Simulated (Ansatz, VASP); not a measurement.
## SbAs in VASP and in Ansatz

```
Sb As
1.0
     2.03271    1.17359    3.71659
    -2.03271    1.17359    3.71659
     0.00000   -2.34718    3.71659
Sb As
1 1
Cartesian
  0.0000 0.0000 2.5544
  0.0000 0.0000 8.5954
```

The cell is a database's computed one.

Alike in both runs: task single point; functional LDA; k mesh 5 × 5 × 5; no spin polarisation.

```csv
,VASP,Ansatz
version,VASP 6.6.1,Ansatz 0.2.0
potentials or method,"VASP PAW LDA potentials, release 64 (Sb, As)","plane waves, PAW"
plane-wave cutoff (eV),520,420
occupations,"gaussian, width 0.01 eV",fixed
valence electrons in the cell,10,30
```

|  | VASP | Ansatz | Ansatz less VASP |
| --- | --- | --- | --- |
| gap on the k mesh at the Fermi level (eV) | 0.16 | 0.15 | -0.012 |

The two sets of potentials don't hold the same shells in valence.

Caveats: spin-orbit coupling is left out, which moves the levels of the heavy elements; an odd mesh through Γ misses points on the zone boundary, where band edges often lie.
